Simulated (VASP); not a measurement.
These are r2SCAN meta-GGA, VASP's PBE PAW potentials (set 64) (plane waves; VASP) values and carry that method's errors.

VASP input:

**INCAR**
```
! general
SYSTEM   =  PbS
PREC     =  Accurate
ENCUT    =  400
LREAL    =  F   ! projection in real space or not
LASPH    =  T   ! aspherical one-centre terms

! electronic loop
EDIFF    =  1E-6   ! SCF stop (eV)
NELM     =  100
ALGO     =  Normal   ! blocked Davidson
LMAXMIX  =  4
LMIXTAU  =  T

! smearing
ISMEAR   =  0   ! Gaussian
SIGMA    =  0.05   ! width (eV)

! functional
METAGGA  =  R2SCAN

! ions
IBRION   =  2
NSW      =  60
ISIF     =  3   ! ions, shape and volume
EDIFFG   =  -0.01   ! ionic stop

! output
LWAVE    =  F
LCHARG   =  F
```

### POSCAR
```
PbS
1
    0.0000000000     2.9700000000     2.9700000000
    2.9700000000     0.0000000000     2.9700000000
    2.9700000000     2.9700000000     0.0000000000
Pb S
1 1
Direct
  0.0000000000   0.0000000000   0.0000000000
  0.5000000000   0.5000000000   0.5000000000
```

### KPOINTS
```
Automatic mesh
0
gamma
7 7 7
0 0 0
```

POTCAR, in this order: Pb_d S (PBE.64 set). Program: vasp_std.

### Question
Estimate the energy per atom (σ→0), volume per atom.

### Answer

```
Quantity                        Result
---------------------  ---------------
energy per atom (σ→0)  -32.806 eV/atom
volume per atom         26.63 Å^3/atom
```

### OSZICAR
```
...
DAV:   2    -0.656131078441E+02    0.76742E-02   -0.17286E-02   680   0.239E+00    0.196E-01
DAV:   3    -0.656121215007E+02    0.98634E-03   -0.44805E-03   688   0.128E+00    0.460E-02
DAV:   4    -0.656122121734E+02   -0.90673E-04   -0.24898E-04   560   0.198E-01    0.365E-02
DAV:   5    -0.656121190183E+02    0.93155E-04   -0.19141E-04   560   0.149E-01    0.119E-02
DAV:   6    -0.656121942549E+02   -0.75237E-04   -0.33011E-04   560   0.201E-01    0.542E-03
DAV:   7    -0.656122364395E+02   -0.42185E-04   -0.50998E-05   560   0.692E-02    0.221E-03
DAV:   8    -0.656122373228E+02   -0.88329E-06   -0.10846E-06   424   0.859E-03
   3 F= -.65612237E+02 E0= -.65612237E+02  d E =-.261446E-02
```

The compound is PbS in the rock salt structure. This run relaxes it. Symmetry was kept, so distortions that lower it aren't found.
